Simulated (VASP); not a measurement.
These are optB88-vdW, VASP's PBE PAW potentials (set 64) (plane waves; VASP) values and carry that method's errors.

VASP ran on this input.

POSCAR:
```
NiAl
1
    2.9453941055     0.0000000000     0.0000000000
    0.0000000000     2.9453941055     0.0000000000
    0.0000000000     0.0000000000     2.9453941055
Al Ni
1 1
Direct
  0.5000000000   0.5000000000   0.5000000000
  0.0000000000   0.0000000000   0.0000000000
```

**INCAR**
```
# general
SYSTEM   = NiAl
PREC     = Accurate
ENCUT    = 520
LREAL    = .FALSE.
LASPH    = .TRUE.   # aspherical one-centre terms

# electronic loop
EDIFF    = 1E-7
NELM     = 100   # most electronic steps
ALGO     = Normal   # blocked Davidson
LMAXMIX  = 4   # l cut-off of mixed one-centre charges

# smearing
ISMEAR   = 1   # Methfessel-Paxton
SIGMA    = 0.1   # width (eV)

# functional
GGA      = BO
LUSE_VDW = .TRUE.
AGGAC    = 0.0
PARAM1   = 0.1833333333
PARAM2   = 0.22

# ions
ISIF     = 2

# output
LWAVE    = .FALSE.
LCHARG   = .FALSE.
```

### KPOINTS
```
Automatic mesh
0
Gamma
  13 13 13
0 0 0
```

POTCAR, in this order: Al Ni (PBE.64 set). Program: vasp_std.

The resulting files:

OSZICAR:
```
       N       E                     dE             d eps       ncg     rms          rms(c)
DAV:   1     0.423934701268E+02    0.42393E+02   -0.56996E+03  1712   0.134E+03
DAV:   2    -0.595311118299E+01   -0.48347E+02   -0.45651E+02  1698   0.201E+02
DAV:   3    -0.720232647889E+01   -0.12492E+01   -0.12291E+01  1982   0.414E+01
DAV:   4    -0.722470174232E+01   -0.22375E-01   -0.22363E-01  1984   0.496E+00
DAV:   5    -0.722535679096E+01   -0.65505E-03   -0.65503E-03  1922   0.875E-01    0.100E+01
DAV:   6    -0.880955046596E+01   -0.15842E+01   -0.44716E+01  1892   0.112E+02    0.137E+01
DAV:   7    -0.621805326271E+01    0.25915E+01   -0.13563E+01  1864   0.691E+01    0.929E-01
DAV:   8    -0.621471400366E+01    0.33393E-02   -0.31541E-01  2014   0.665E+00    0.938E-01
DAV:   9    -0.620382354770E+01    0.10890E-01   -0.50543E-02  1952   0.377E+00    0.134E-01
DAV:  10    -0.620364946270E+01    0.17408E-03   -0.15176E-03  1918   0.594E-01    0.539E-02
DAV:  11    -0.620364974746E+01   -0.28476E-06   -0.49734E-05  2098   0.685E-02    0.149E-02
DAV:  12    -0.620364723091E+01    0.25166E-05   -0.27544E-06  1914   0.153E-02    0.329E-03
DAV:  13    -0.620364688866E+01    0.34225E-06   -0.66047E-07  1796   0.973E-03    0.170E-03
DAV:  14    -0.620364694250E+01   -0.53841E-07   -0.31535E-08   870   0.160E-03
   1 F= -.62036469E+01 E0= -.62037019E+01  d E =0.164985E-03
```

File OUTCAR:
```
------------------------ aborting loop because EDIFF is reached ----------------------------------------
  FORCE on cell =-STRESS in cart. coord.  units (eV):
  Direction    XX          YY          ZZ          XY          YZ          ZX
  --------------------------------------------------------------------------------------
  Total       -1.3497796     -1.3497796     -1.3497796     -0.0000000     -0.0000000     -0.0000000
  in kB      -84.6336772    -84.6336772    -84.6336772     -0.0000000     -0.0000000     -0.0000000
  external PRESSURE =     -84.6336772 kB  Pullay stress =       0.0000000 kB
  volume of cell :       25.55
      direct lattice vectors                 reciprocal lattice vectors
     2.945394106  0.000000000  0.000000000     0.339513140  0.000000000  0.000000000
     0.000000000  2.945394106  0.000000000     0.000000000  0.339513140  0.000000000
     0.000000000  0.000000000  2.945394106     0.000000000  0.000000000  0.339513140
 POSITION                                       TOTAL-FORCE (eV/Angst)
 -----------------------------------------------------------------------------------
      1.47270      1.47270      1.47270         0.000000      0.000000      0.000000
      0.00000      0.00000      0.00000         0.000000      0.000000      0.000000
 -----------------------------------------------------------------------------------
    total drift:                                0.000000      0.000000      0.000000
  FREE ENERGIE OF THE ION-ELECTRON SYSTEM (eV)
  ---------------------------------------------------
  free  energy   TOTEN  =        -6.2036469425 eV

  energy  without entropy=       -6.2038119274  energy(sigma->0) =       -6.20370194
```
(Selected blocks of OUTCAR.)

The compound is NiAl in the CsCl type structure. This cell is one point of a volume scan, at 1.06 of the reference volume. The run is not spin-polarised, so no magnetic state was tried. The electron count is odd and the run is not spin-polarised, which forces a metal.
